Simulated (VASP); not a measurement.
Input:

```yaml
crystal:
  lattice:
    - [4.15212, 2.07221, 2.07221]
    - [2.07221, 4.15212, 2.07221]
    - [2.07221, 2.07221, 4.15212]
  atoms:
    - { symbol: Ni, position: [0.00000, 0.00000, 0.00000], spin: 1.3 }
    - { symbol: Ni, position: [0.50000, 0.50000, 0.50000], spin: -1.3 }
    - { symbol: O, position: [0.25000, 0.25000, 0.25000] }
    - { symbol: O, position: [0.75000, 0.75000, 0.75000] }
```

Method: rev-vdW-DF2, VASP's PBE PAW potentials (set 64) (plane waves; VASP 6.6.1). Run with 520 eV cut-off, 8×8×8 Γ-centred mesh, Gaussian smearing of 0.050 eV, potentials Ni O.

**Question.** What does the run give for the cell moment, energy per atom (σ→0)?

**Answer.** 
The cell moment is 0.00 μB and the energy per atom (σ→0) comes out as -4.067 eV/atom.

**Question.** Give the moment on each site (PAW-sphere projection).

**Answer.** 
| site | moment (μB) |
|---|---|
| Ni1 | 1.28 |
| Ni2 | -1.28 |
| O3 | 0.00 |
| O4 | 0.00 |

The compound is NiO in the rock salt, AFM-II order structure. It was relaxed first. The start is the result of an earlier pass.
